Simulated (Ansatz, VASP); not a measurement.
# TiTe2: VASP beside Ansatz

Wanted: the spread between two codes on one cell, functional and k mesh. The cell is taken from a series of runs on this material, whose earlier steps may have relaxed, scaled, displaced or heated it; both programs get it as it stands.

Program: Ansatz 0.2.0. Level of theory: plane waves, with VASP 6.6.1 beside it; zone-centre phonons at r2SCAN with rVV10. Results are calculated unless marked as measured.

## 1. The structure

It takes space group P-3m1 (No. 164, trigonal). The conventional cell has a = 3.783 Å, b = 3.783 Å, c = 6.609 Å, α = 90.00°, β = 90.00°, γ = 120.00°. Nearest to Ti lie 6 Te at 2.77 Å. Nearest to Te lie 3 Ti at 2.77 Å. Farther neighbours and most contacts between anions are not listed.

Coordinates:

```cif
data_structure
_symmetry_space_group_name_H-M 'P 1'
_symmetry_Int_Tables_number 1
_cell_length_a 3.7832
_cell_length_b 3.7832
_cell_length_c 6.6094
_cell_angle_alpha 90.000
_cell_angle_beta 90.000
_cell_angle_gamma 120.000
_cell_volume 81.93
loop_
_atom_site_label
_atom_site_type_symbol
_atom_site_fract_x
_atom_site_fract_y
_atom_site_fract_z
_atom_site_occupancy
Ti1 Ti 0.00000 0.00000 0.00000 1
Te2 Te 0.66667 0.33333 0.25670 1
Te3 Te 0.33333 0.66667 0.74330 1
```

## 2. VASP: zone-centre phonons, r2SCAN with rVV10

Second derivatives magnify differences that forces hide, and they need a tight electronic threshold.

Lines of VASP's logs that name or quote its potential files are left out, and so is its time.

File INCAR:

```
SYSTEM = TiTe2
PREC = Accurate
ENCUT = 550
EDIFF = 1E-08
NELM = 120
ISMEAR = 1
SIGMA = 0.2
LREAL = .FALSE.
ALGO = Normal
METAGGA = R2SCAN
LUSE_VDW = .TRUE.
IVDW_NL = 2
BPARAM = 11.95
CPARAM = 0.0093
LASPH = .TRUE.
NBANDS = 18
LORBIT = 11
LWAVE = .FALSE.
LCHARG = .FALSE.
ISIF = 2
IBRION = 6
NFREE = 2
POTIM = 0.015
NSW = 1
GGA_COMPAT = .FALSE.
LMIXTAU = .TRUE.
KPAR = 2
```

File POSCAR:

```
TiTe2
1.0
    3.7832377547      0.0000000000      0.0000000000
   -1.8916188774      3.2763800041      0.0000000000
    0.0000000000      0.0000000000      6.6094297362
Ti Te
1 2
Direct
    0.0000000000      0.0000000000      0.0000000000
    0.6666666667      0.3333333333      0.2566962187
    0.3333333333      0.6666666667      0.7433037813
```

File KPOINTS:

```
Automatic mesh
0
Gamma
15 15 8
0 0 0
```

Potentials, in the order of the species: Ti_sv and Te (PBE family, release 64).

Command:

```bash
mpirun -np 2 vasp_std
```

Numbers of over 12 decimals in the logs are rounded to 6 here.

What it wrote:

```text
[banner, memory and clock lines left out]
running    2 mpi-ranks, on    1 nodes
 distrk:  each k-point on    1 cores,    2 groups
 distr:  one band on    1 cores,    1 groups

 POSCAR found type information on POSCAR TiTe
 POSCAR found :  2 types and       3 ions
|                                                                             |
|               ----> ADVICE to this user running VASP <----                  |
|                                                                             |
|     You have switched on vdW-DFT.                                           |
|     This routine was written and supplied by Jiri Klimes. We recommend      |
|     that you carefully read and cite the following publications:            |
|       J. Klimes, D.R. Bowler, A. Michelides                                 |
|          J. Phys.: Cond Matt. 22 022201 (2010)                              |
|       J. Klimes, D.R. Bowler, A. Michelides                                 |
|          Phys. Rev. B. 83, 195131 (2011)                                    |
|     and references therein.                                                 |
|                                                                             |

|                                                                             |
|               ----> ADVICE to this user running VASP <----                  |
|                                                                             |
|     You enforced a specific xc type in the INCAR file but a different       |
|     [... a line on the potential file left out ...]
|     I HOPE YOU KNOW WHAT YOU ARE DOING!                                     |
|                                                                             |

 LDA part: xc-table for (None), standard interpolation
 POSCAR, INCAR and KPOINTS ok, starting setup
 FFT: planning ... GRIDC
 FFT: planning ... GRID_SOFT
 FFT: planning ... GRID
 WAVECAR not read
 entering main loop
       N       E                     dE             d eps       ncg     rms          rms(c)
Total rVV10 correction in eV:      0.6021040    30.5940779
Total rVV10 correction in eV:      0.6021040    30.5940779
DAV:   1     0.134873236453E+03    0.13487E+03   -0.11486E+04  6912   0.133E+03
DAV:   2    -0.542484390159E+02   -0.18912E+03   -0.18498E+03  7266   0.324E+02
DAV:   3    -0.719465880687E+02   -0.17698E+02   -0.17202E+02 11198   0.906E+01
DAV:   4    -0.725904601964E+02   -0.64387E+00   -0.64101E+00  8960   0.162E+01
DAV:   5    -0.726191749192E+02   -0.28715E-01   -0.28694E-01 10644   0.315E+00    0.125E+01
Total rVV10 correction in eV:      0.5939908    30.5940781
Total rVV10 correction in eV:      0.5939908    30.5940781
DAV:   6    -0.690601099392E+02    0.35591E+01   -0.33327E+01  8336   0.489E+01    0.115E+01
Total rVV10 correction in eV:      0.5951426    30.5940781
Total rVV10 correction in eV:      0.5951426    30.5940781
DAV:   7    -0.667699644916E+02    0.22901E+01   -0.22474E+01  8908   0.288E+01    0.574E+00
Total rVV10 correction in eV:      0.5930365    30.5940781
Total rVV10 correction in eV:      0.5930365    30.5940781
DAV:   8    -0.650017725208E+02    0.17682E+01   -0.20976E+00  7498   0.102E+01    0.180E+00
Total rVV10 correction in eV:      0.5973049    30.5940781
Total rVV10 correction in eV:      0.5973049    30.5940781
DAV:   9    -0.655429061053E+02   -0.54113E+00   -0.97861E-01  7370   0.653E+00    0.213E+00
Total rVV10 correction in eV:      0.5983466    30.5940781
Total rVV10 correction in eV:      0.5983466    30.5940781
DAV:  10    -0.653923289322E+02    0.15058E+00   -0.44245E-01  7322   0.467E+00    0.865E-01
Total rVV10 correction in eV:      0.5997298    30.5940781
Total rVV10 correction in eV:      0.5997298    30.5940781
DAV:  11    -0.656716632012E+02   -0.27933E+00   -0.24515E-01  7188   0.402E+00    0.435E-01
Total rVV10 correction in eV:      0.5999917    30.5940781
Total rVV10 correction in eV:      0.5999917    30.5940781
DAV:  12    -0.656732403906E+02   -0.15772E-02   -0.74184E-03  7672   0.932E-01    0.189E-01
Total rVV10 correction in eV:      0.6000164    30.5940781
Total rVV10 correction in eV:      0.6000164    30.5940781
DAV:  13    -0.656743174723E+02   -0.10771E-02   -0.11591E-03  8320   0.278E-01    0.126E-01
Total rVV10 correction in eV:      0.5999918    30.5940781
Total rVV10 correction in eV:      0.5999918    30.5940781
DAV:  14    -0.656746113374E+02   -0.29387E-03   -0.64640E-04  7562   0.247E-01    0.687E-02
Total rVV10 correction in eV:      0.6001536    30.5940781
Total rVV10 correction in eV:      0.6001536    30.5940781
DAV:  15    -0.656748442270E+02   -0.23289E-03   -0.63124E-04  7412   0.248E-01    0.253E-02
[...]
DAV:   4    -0.656745783431E+02   -0.32297E-04   -0.13552E-04 35100   0.902E-02    0.205E-02
Total rVV10 correction in eV:      0.6001765    30.5940781
Total rVV10 correction in eV:      0.6001765    30.5940781
DAV:   5    -0.656745815574E+02   -0.32143E-05   -0.42577E-05 35714   0.467E-02    0.791E-03
Total rVV10 correction in eV:      0.6001777    30.5940781
Total rVV10 correction in eV:      0.6001777    30.5940781
DAV:   6    -0.656745815431E+02    0.14220E-07   -0.87062E-06 34840   0.247E-02    0.369E-03
Total rVV10 correction in eV:      0.6001768    30.5940781
Total rVV10 correction in eV:      0.6001768    30.5940781
[...]
Total rVV10 correction in eV:      0.5995751    30.5940781
DAV:   7    -0.656744692503E+02    0.13689E-04   -0.60265E-06  7294   0.202E-02    0.341E-03
Total rVV10 correction in eV:      0.5995758    30.5940781
Total rVV10 correction in eV:      0.5995758    30.5940781
DAV:   8    -0.656744822310E+02   -0.12981E-04   -0.10833E-06  7386   0.871E-03    0.154E-03
Total rVV10 correction in eV:      0.5995767    30.5940781
Total rVV10 correction in eV:      0.5995767    30.5940781
DAV:   9    -0.656744720404E+02    0.10191E-04   -0.90989E-08  7694   0.269E-03    0.662E-04
Total rVV10 correction in eV:      0.5995767    30.5940781
Total rVV10 correction in eV:      0.5995767    30.5940781
DAV:  10    -0.656744763771E+02   -0.43367E-05   -0.30040E-08  7234   0.176E-03    0.149E-04
Total rVV10 correction in eV:      0.5995765    30.5940781
Total rVV10 correction in eV:      0.5995765    30.5940781
DAV:  11    -0.656744754647E+02    0.91242E-06   -0.13154E-08  4358   0.116E-03    0.307E-04
Total rVV10 correction in eV:      0.5995764    30.5940781
Total rVV10 correction in eV:      0.5995764    30.5940781
DAV:  12    -0.656744749903E+02    0.47435E-06   -0.23707E-09  3978   0.491E-04    0.637E-05
Total rVV10 correction in eV:      0.5995764    30.5940781
Total rVV10 correction in eV:      0.5995764    30.5940781
DAV:  13    -0.656744762407E+02   -0.12504E-05   -0.93184E-10  3918   0.290E-04    0.864E-05
Total rVV10 correction in eV:      0.5995764    30.5940781
Total rVV10 correction in eV:      0.5995764    30.5940781
DAV:  14    -0.656744761633E+02    0.77393E-07   -0.68607E-11  3868   0.777E-05    0.734E-05
Total rVV10 correction in eV:      0.5995764    30.5940781
Total rVV10 correction in eV:      0.5995764    30.5940781
DAV:  15    -0.656744761295E+02    0.33806E-07   -0.88484E-11  3844   0.104E-04    0.332E-05
Total rVV10 correction in eV:      0.5995764    30.5940781
Total rVV10 correction in eV:      0.5995764    30.5940781
DAV:  16    -0.656744761537E+02   -0.24202E-07   -0.28019E-11  3804   0.557E-05    0.145E-05
Total rVV10 correction in eV:      0.5995764    30.5940781
Total rVV10 correction in eV:      0.5995764    30.5940781
DAV:  17    -0.656744760653E+02    0.88441E-07   -0.95157E-12  3734   0.321E-05    0.986E-06
Total rVV10 correction in eV:      0.5995764    30.5940781
Total rVV10 correction in eV:      0.5995764    30.5940781
DAV:  18    -0.656744760309E+02    0.34378E-07   -0.15634E-12  3718   0.162E-05    0.759E-06
Total rVV10 correction in eV:      0.5995764    30.5940781
Total rVV10 correction in eV:      0.5995764    30.5940781
DAV:  19    -0.656744760203E+02    0.10610E-07   -0.46396E-12  3682   0.861E-06    0.416E-06
Total rVV10 correction in eV:      0.5995764    30.5940781
Total rVV10 correction in eV:      0.5995764    30.5940781
DAV:  20    -0.656744760206E+02   -0.25102E-09    0.80962E-13  3660   0.511E-06
Total rVV10 correction in eV:      0.5995764    30.5940781
Total rVV10 correction in eV:      0.5995764    30.5940781
Total rVV10 correction in eV:      0.5995764    30.5940781
Total rVV10 correction in eV:      0.5995764    30.5940781
   8 F= -.65674476E+02 E0= -.65674945E+02  d E =0.140794E-02
 Finite differences progress:
  Degree of freedom:   4/  4
  Displacement:        1/  2
  Total:               7/  8
 bond charge predicted
       N       E                     dE             d eps       ncg     rms          rms(c)
Total rVV10 correction in eV:      0.6008497    30.5940781
Total rVV10 correction in eV:      0.6008497    30.5940781
DAV:   1    -0.656713134412E+02    0.31626E-02   -0.44776E-01  6958   0.291E+00    0.257E-01
Total rVV10 correction in eV:      0.6008916    30.5940781
Total rVV10 correction in eV:      0.6008916    30.5940781
DAV:   2    -0.656735355459E+02   -0.22221E-02   -0.17813E-02  7768   0.839E-01    0.182E-01
Total rVV10 correction in eV:      0.6008589    30.5940781
Total rVV10 correction in eV:      0.6008589    30.5940781
DAV:   3    -0.656736533703E+02   -0.11782E-03   -0.28107E-03  8332   0.380E-01    0.727E-02
Total rVV10 correction in eV:      0.6008306    30.5940781
Total rVV10 correction in eV:      0.6008306    30.5940781
DAV:   4    -0.656736957915E+02   -0.42421E-04   -0.32597E-04  7760   0.125E-01    0.482E-02
Total rVV10 correction in eV:      0.6007873    30.5940781
Total rVV10 correction in eV:      0.6007873    30.5940781
DAV:   5    -0.656737167251E+02   -0.20934E-04   -0.53243E-05  8394   0.626E-02    0.109E-02
Total rVV10 correction in eV:      0.6007819    30.5940781
Total rVV10 correction in eV:      0.6007819    30.5940781
DAV:   6    -0.656737153683E+02    0.13568E-05   -0.87032E-06  8334   0.241E-02    0.838E-03
Total rVV10 correction in eV:      0.6007771    30.5940781
Total rVV10 correction in eV:      0.6007771    30.5940781
DAV:   7    -0.656737206066E+02   -0.52383E-05   -0.44186E-06  7454   0.178E-02    0.657E-03
Total rVV10 correction in eV:      0.6007751    30.5940781
Total rVV10 correction in eV:      0.6007751    30.5940781
DAV:   8    -0.656737188713E+02    0.17352E-05   -0.14578E-06  7488   0.100E-02    0.251E-03
Total rVV10 correction in eV:      0.6007727    30.5940781
Total rVV10 correction in eV:      0.6007727    30.5940781
DAV:   9    -0.656737206646E+02   -0.17932E-05   -0.67709E-07  7420   0.718E-03    0.168E-03
Total rVV10 correction in eV:      0.6007723    30.5940781
Total rVV10 correction in eV:      0.6007723    30.5940781
DAV:  10    -0.656737204266E+02    0.23793E-06   -0.38113E-08  7654   0.177E-03    0.476E-04
Total rVV10 correction in eV:      0.6007724    30.5940781
Total rVV10 correction in eV:      0.6007724    30.5940781
DAV:  11    -0.656737205204E+02   -0.93777E-07   -0.10801E-08  4464   0.900E-04    0.433E-04
Total rVV10 correction in eV:      0.6007724    30.5940781
Total rVV10 correction in eV:      0.6007724    30.5940781
DAV:  12    -0.656737204632E+02    0.57221E-07   -0.32788E-09  4040   0.478E-04    0.138E-04
Total rVV10 correction in eV:      0.6007725    30.5940781
Total rVV10 correction in eV:      0.6007725    30.5940781
DAV:  13    -0.656737204625E+02    0.66211E-09   -0.29207E-10  3962   0.181E-04
Total rVV10 correction in eV:      0.6007727    30.5940781
Total rVV10 correction in eV:      0.6007727    30.5940781
Total rVV10 correction in eV:      0.6007725    30.5940781
Total rVV10 correction in eV:      0.6007725    30.5940781
   9 F= -.65673720E+02 E0= -.65674177E+02  d E =0.136896E-02
 Finite differences progress:
  Degree of freedom:   4/  4
  Displacement:        2/  2
  Total:               8/  8
```

[end of part 1 of 2]

[Lines on the potential files, build, host, timing and source positions are cut from VASP's logs without a mark.]

[Logs are printed without paths, hosts, clocks, repeated set-up lines and the standing remarks that a program may print on its own settings, such as how far it seeks lower states.]

[Hosts, paths, dates, database ids (printed as entryN), source tags and the programs' standing remarks are cut or masked in the printed files.]
